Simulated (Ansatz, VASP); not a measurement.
# P: VASP beside Ansatz, part 2 of 2

One calculation is typed for both programs; each brings its own data sets. How far apart do they land? The cell is taken from a series of runs on this material, whose earlier steps may have relaxed, scaled, displaced or heated it; both programs get it as it stands.

VASP 6.6.1 and Ansatz 0.2.0.

So far: The starting structure; Ansatz: relaxation of cell and atoms, r2SCAN; VASP: relaxation of cell and atoms, r2SCAN.

### Step 3. VASP: relaxation of cell and atoms, r2SCAN (continued)

Level of this step: r2SCAN; plane waves and PAW (P) (VASP).

Numbers of over 12 decimals in the logs are rounded to 6 here.

Parts of OUTCAR (step 3):

```text
ion  position               nearest neighbor table
   1  0.905  0.095  0.088-   4 2.21   4 2.21   3 2.25
   2  0.595  0.405  0.588-   3 2.21   3 2.21   4 2.25
   3  0.095  0.905  0.912-   2 2.21   2 2.21   1 2.25
   4  0.405  0.595  0.412-   1 2.21   1 2.21   2 2.25

  LATTYP: Found a base centered orthorhombic cell.
 ALAT       =     3.2994100000
 B/A-ratio  =     3.3399310786
 C/A-ratio  =     1.3814384996

 Subroutine GETGRP returns: Found  8 space group operations
 (whereof  4 operations were pure point group operations)

The static configuration has the point symmetry C_2h.
 The point group associated with its full space group is D_2h.

 Found    215 irreducible k-points:

   k-points           NKPTS =    215   k-points in BZ     NKDIM =    215   number of bands    NBANDS=     16

   dimension x,y,z NGX =    48 NGY =   48 NGZ =   36
   dimension x,y,z NGXF=    96 NGYF=   96 NGZF=   72

   ENCUT  =  550.0 eV  40.42 Ry    6.36 a.u.  11.00 11.00  8.72*2*pi/ulx,y,z

   NELECT =      20.0000    total number of electrons

 k-points in reciprocal lattice and weights: Automatic mesh
   0.00000000  0.00000000  0.00000000       0.001
   0.08333333  0.00000000  0.00000000       0.003
   0.16666667  0.00000000  0.00000000       0.003
   0.25000000  0.00000000  0.00000000       0.003
   0.33333333  0.00000000  0.00000000       0.003
   0.41666667 -0.00000000  0.00000000       0.003
   0.50000000  0.00000000  0.00000000       0.002
   0.08333333  0.08333333  0.00000000       0.002
   0.16666667  0.08333333  0.00000000       0.003
[...]
-0.41666667  0.41666667  0.50000000       0.002
   0.50000000  0.50000000  0.50000000       0.001

 average (electrostatic) potential at core
       1 -86.8606       2 -86.8606       3 -86.8606       4 -86.8606

 E-fermi :   5.8362

 k-point     1 :       0.0000    0.0000    0.0000
  band No.  band energies     occupation
    ...
      6       0.6186      2.00000
      7       1.4008      2.00000
      8       2.8224      2.00000
      9       2.9711      2.00000
     10       4.4726      2.00000
     11       6.4238      0.00000
     12       6.9913      0.00000
     13       7.9016      0.00000
     14       8.7357      0.00000
     15      11.4742      0.00000
    ...

 k-point     2 :       0.0833    0.0000    0.0000
  band No.  band energies     occupation
    ...
      6       0.6851      2.00000
      7       0.9166      2.00000
      8       2.5334      2.00000
      9       2.8637      2.00000
     10       4.5313      2.00000
     11       6.5166      0.00000
     12       7.6945      0.00000
     13       8.2991      0.00000
     14       8.6181      0.00000
     15      10.9474      0.00000
    ...

 k-point     3 :       0.1667    0.0000    0.0000
  band No.  band energies     occupation
    ...
      6       0.0455      2.00000
      7       0.8779      2.00000
      8       2.0138      2.00000
      9       2.9616      2.00000
     10       4.5784      2.00000
     11       6.7546      0.00000
     12       7.4488      0.00000
     13       9.3489      0.00000
     14       9.6427      0.00000
     15       9.8898      0.00000
    ...

  Total       -0.0010009      0.0086358      0.0150170      0.0000000      0.0000000      0.0000000
  in kB       -0.0194696      0.1679917      0.2921243      0.0000000      0.0000000      0.0000000
  external PRESSURE =       0.1468821 kB  Pullay stress =       0.0000000 kB

  energy-cutoff  :      550.00
  volume of cell :       82.36
      direct lattice vectors                 reciprocal lattice vectors
     1.646486682 -5.499452576  0.000000000     0.303676917 -0.090918140 -0.000000000
     1.646486682  5.499452576  0.000000000     0.303676917  0.090918140  0.000000000
     0.000000000 -0.000000000  4.547965186     0.000000000  0.000000000  0.219878552

 POSITION                                       TOTAL-FORCE (eV/Angst)
 -----------------------------------------------------------------------------------
      1.64649     -4.45202      0.40485         0.000000     -0.001015      0.001375
      1.64649     -1.04744      2.67883         0.000000      0.001015      0.001375
      1.64649      4.45202      4.14312         0.000000      0.001015     -0.001375
      1.64649      1.04744      1.86914         0.000000     -0.001015     -0.001375
 -----------------------------------------------------------------------------------
    total drift:                                0.000000     -0.000094      0.000438

  FREE ENERGIE OF THE ION-ELECTRON SYSTEM (eV)
  ---------------------------------------------------
  free  energy   TOTEN  =       -35.9252400839 eV

  energy  without entropy=      -35.9252400839  energy(sigma->0) =      -35.92524008

 reached required accuracy - stopping structural energy minimisation

 total charge
# of ion       s       p       d       tot
------------------------------------------
    1        1.069   1.402   0.000   2.470
    2        1.069   1.402   0.000   2.470
    3        1.069   1.402   0.000   2.470
    4        1.069   1.402   0.000   2.470
--------------------------------------------------
tot          4.275   5.607   0.000   9.882

[... 3 further parts left out ...]
```

CONTCAR:

```
P
   1.00000000000000
     1.6464866818403971   -5.4994525756986654    0.0000000000000000
     1.6464866818403971    5.4994525756986654    0.0000000000000000
     0.0000000000000000   -0.0000000000000000    4.5479651863542978
  P
     4
Direct
     0.9047691242441945    0.0952308757558053    0.0890168368916341
     0.5952308757558055    0.4047691242441946    0.5890166174916338
     0.0952308757558053    0.9047691242441945    0.9109831631083658
     0.4047691242441946    0.5952308757558055    0.4109831631083660
```

The run keeps the 8 symmetry operations of its start, so it cannot find a distortion of lower symmetry.

### Step 4. Side by side

Known differences besides the potentials themselves: VASP keeps PBE cores, Ansatz makes them for the functional; the cutoff is 500 eV in Ansatz and 550 eV in VASP; Ansatz adds a Pulay correction to the stress that steers its cell, VASP none. Total energies have different zeros and are not compared.

Compared:

```csv
quantity,Ansatz,VASP,difference
volume (Å³),82.86,82.36,+0.61 %
"edge a after relaxation, in the typed setting (Å)",5.752,5.741,+0.19 %
"edge c after relaxation, in the typed setting (Å)",4.558,4.548,+0.22 %
```

### Step 5. What came out

```
difference in volume (relaxation of cell and atoms, r2SCAN) : 0.61 %
```

The difference in volume is 0.61 % (relaxation of cell and atoms, r2SCAN), within the 1.2 % picked in this series as the mark of a large difference, as far as the stopping tolerances let one tell. How closely two codes agree says nothing of how well the functional describes the real material.

[Lines on the potential files, build, host, timing and source positions are cut from VASP's logs without a mark.]

[Logs are printed without paths, hosts, clocks, repeated set-up lines and the standing remarks that a program may print on its own settings, such as how far it seeks lower states.]

[Hosts, paths, dates, database ids (printed as entryN), source tags and the programs' standing remarks are cut or masked in the printed files.]
